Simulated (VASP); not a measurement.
Runs of VASP 6.6.1 on Be2B3. All rows change the cell; the cell of one of them follows. Symmetry: P6/mmm, No. 191, hexagonal system. The conventional cell has a = 3.408 Å, b = 3.408 Å, c = 4.572 Å, α = 90.00°, β = 90.00°, γ = 120.00°. Be (site symmetry 6mm) is surrounded by 6 B at 2.10 Å and 1 Be at 2.12 Å. B (site symmetry mmm) has 4 B at 1.70 Å as nearest neighbours. The cell was built by a generator and needn't be a form met in nature.

```csv
task,cell,k mesh,cutoff (eV),mesh quality,gap on the mesh (eV),pressure (GPa),relaxed volume (Å³/atom),largest force (eV/Å)
single point,"random cell by space group and Wyckoff sites (P6/mmm, No. 191)",12 × 12 × 8,520,not flagged,none,(a),-,0.01
single point,"random cell by space group and Wyckoff sites (P6/mmm, No. 191)",6 × 6 × 6,520,not flagged,none,0.0,-,0.02
relaxation of cell and atoms,"relaxed from: random cell by space group and Wyckoff sites (P6/mmm, No. 191)",12 × 12 × 8,600,not flagged,none,0.0,9.21,0.01
relaxation of cell and atoms,"relaxed from: random cell by space group and Wyckoff sites (P6/mmm, No. 191)",6 × 6 × 6,600,coarse,none,-0.4,9.12,0.03
```

Alike in all rows: level PBE; potentials or basis VASP PAW PBE potentials, release 64 (Be, B); no spin polarisation; smearing gaussian 0.1 eV.

Problem. Fill in the values left out.

Solution. (a) 0.1.

Caveats: some runs use coarse meshes; the volume moved by over 15 % at a fixed basis, so the end points are rough (some runs).

A gap of «none» marks a metal or a gap under the smearing width.
